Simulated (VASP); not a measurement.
ZnS: relaxation of cell and atoms with r2SCAN

Crystal: ZnS.

```
Zn S
1.0
     0.00000    2.70200    2.70200
     2.70200    0.00000    2.70200
     2.70200    2.70200    0.00000
Zn S
1 1
Direct
  0.25000 0.25000 0.25000
  0.00000 0.00000 0.00000
```

```json
{"Program": "VASP 6.6.1", "Task": "relaxation of cell and atoms", "Functional": "r2SCAN", "Potentials or basis": "VASP PAW PBE potentials, release 64 (Zn, S)", "Cutoff": "600 eV", "k mesh": "10 × 10 × 10", "Occupations": "gaussian, width 0.02 eV", "Spin": "no spin polarisation", "Further INCAR settings": "ALGO = Normal; EDIFF = 1e-07; IBRION = 2; EDIFFG = -0.004; NSW = 80; ISIF = 3"}
```

The relaxed volume is 19.57 Å³/atom. The relaxed cell is a = 3.811 Å, b = 3.811 Å, c = 3.811 Å, α = 60.00°, β = 60.00°, γ = 60.00° and the space group after relaxing (to 0.05 Å) is F-43m (No. 216). The energy gained by relaxing is 0.4 meV/atom and the ionic steps are 4. The pressure after relaxing is 0.0 GPa. The band gap on the k mesh is 2.71 eV, direct.

Step by step:
| step | energy change (eV) | largest force (eV/Å) | pressure (GPa) | volume (Å³) |
| --- | --- | --- | --- | --- |
| 1 | 0.0000 | 0.0000 | -0.62 | 39.45 |
| 2 | -0.0008 | 0.0000 | 0.24 | 39.02 |
| 3 | -0.0008 | 0.0000 | 0.07 | 39.10 |
| 4 | -0.0008 | 0.0000 | 0.00 | 39.14 |

Final structure:
```
CELL_PARAMETERS angstrom
0.00000 2.69472 2.69472
2.69472 0.00000 2.69472
2.69472 2.69472 0.00000
ATOMIC_POSITIONS crystal
Zn 0.25000 0.25000 0.25000
S 0.00000 0.00000 0.00000
```

Levels at points of the mesh, in eV from the valence-band top:
```tsv
k point	band 5	band 6	band 7	band 8	band 9	band 10	band 11	band 12	band 13
(0.00, 0.00, 0.00)	-5.98	-5.98	0.00	0.00	0.00	2.71	6.90	6.90	6.90
(0.50, 0.00, 0.00)	-5.95	-5.78	-5.45	-0.90	-0.90	3.83	7.39	7.39	9.45
(0.50, 0.50, 0.00)	-5.90	-5.76	-4.65	-2.31	-2.31	3.71	4.48	11.82	12.88
```

Wall time 2.5 min on 1 thread of Intel(R) Xeon(R) 6975P-C (Granite Rapids) (shared host), peak memory 0.21 GiB.

Caveat: the PAW data sets were made with another functional, which shifts forces and pressure a little. r2SCAN opens gaps a little over a GGA but as a rule still falls short of measured ones.
